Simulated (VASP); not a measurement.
```
CELL_PARAMETERS angstrom
      0.00000     1.78672     1.78672
      1.78672     0.00000     1.78672
      1.78672     1.78672     0.00000
ATOMIC_POSITIONS crystal
  C  0.00000 0.00000 0.00000
  C  0.25000 0.25000 0.25000
```

The numbers are results of HSE06 screened hybrid, VASP's PBE PAW potentials (set 64) (plane waves; VASP), not measurements. Run with 520 eV cut-off, 10×10×10 Γ-centred mesh, Gaussian smearing of 0.050 eV, potentials C.

### Question
Give the stress tensor in GPa (positive for a compressed cell).

### Answer

```
-9.82   0.00   0.00
 0.00  -9.82   0.00
 0.00   0.00  -9.82
```
The pressure is its mean diagonal, -9.82 GPa.

The compound is C in the diamond structure. It was relaxed first. The cell's shape comes from a PBE relaxation.
